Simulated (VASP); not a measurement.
A run of VASP 6.6.1:

The input POSCAR:

```
Al3Si2F
1.0
   -2.2505900000      5.8772100000      2.0094200000
    2.2505900000     -5.8772100000      2.0094200000
    2.2505900000      5.8772100000     -2.0094200000
Al Si F
3 2 1
Direct
    0.6327120000      0.7973640000      0.8353480000
    0.9620170000      0.7973640000      0.1646520000
    0.0590690000      0.5590690000      0.5000000000
    0.3984940000      0.0374090000      0.3610850000
    0.6763230000      0.0374090000      0.6389150000
    0.0214910000      0.0214910000      0.0000000000
```

The input INCAR.step1:

```
SYSTEM = Al3Si2F
ALGO     = Normal         ! electronic algorithm
EDIFF    = 1E-8           ! SCF threshold, eV
EDIFFG   = -0.002         ! ionic threshold
ENCUT    = 520            ! plane-wave cutoff, eV
GGA      = PE             ! functional
IBRION   = 2              ! ionic algorithm
ISIF     = 3              ! what is computed and relaxed
ISMEAR   = 0              ! smearing method
KPAR     = 8            
LASPH    = .True.         ! aspherical terms in the spheres
LCHARG   = .False.        ! write CHGCAR
LREAL    = .False.        ! projectors in reciprocal space
LWAVE    = .False.        ! write WAVECAR
NELM     = 100            ! most SCF steps
NSW      = 40             ! ionic steps
PREC     = Accurate       ! precision mode
SIGMA    = 0.1            ! smearing width, eV
```

INCAR.step2

```
SYSTEM = Al3Si2F
ALGO     = Normal         ! electronic algorithm
EDIFF    = 1E-8           ! SCF threshold, eV
ENCUT    = 520            ! plane-wave cutoff, eV
GGA      = PE             ! functional
IBRION   = 6              ! ionic algorithm
ISIF     = 3              ! what is computed and relaxed
ISMEAR   = 0              ! smearing method
KPAR     = 8            
LASPH    = .True.         ! aspherical terms in the spheres
LCHARG   = .False.        ! write CHGCAR
LREAL    = .False.        ! projectors in reciprocal space
LWAVE    = .False.        ! write WAVECAR
NELM     = 100            ! most SCF steps
NFREE    = 2            
NSW      = 1              ! ionic steps
POTIM    = 0.015          ! step
PREC     = Accurate       ! precision mode
SIGMA    = 0.1            ! smearing width, eV
```

The input KPOINTS:

```
k-points
0
Gamma
  7 7 7
  0 0 0
```

Potentials or basis: VASP PAW PBE potentials, release 64 (Al, Si, F).

Command:

```bash
$ cat potpaw_PBE.64/Al/POTCAR potpaw_PBE.64/Si/POTCAR potpaw_PBE.64/F/POTCAR > POTCAR
$ cp INCAR.step1 INCAR
$ mpirun -np 8 vasp_std > vasp.out
$ cp CONTCAR POSCAR
$ cp INCAR.step2 INCAR
$ mpirun -np 8 vasp_std > vasp.out
```

Hardware: 8 MPI ranks on AMD EPYC 9R45 (Zen 5), with other jobs on the host.

**Question.** How long does it take, and how much memory?

**Answer.** Wall time 21 min on 8 MPI ranks on AMD EPYC 9R45 (Zen 5), with other jobs on the host, peak memory 0.7 GiB a rank. Counts: scf iterations 404, k points 64, ion steps 25.
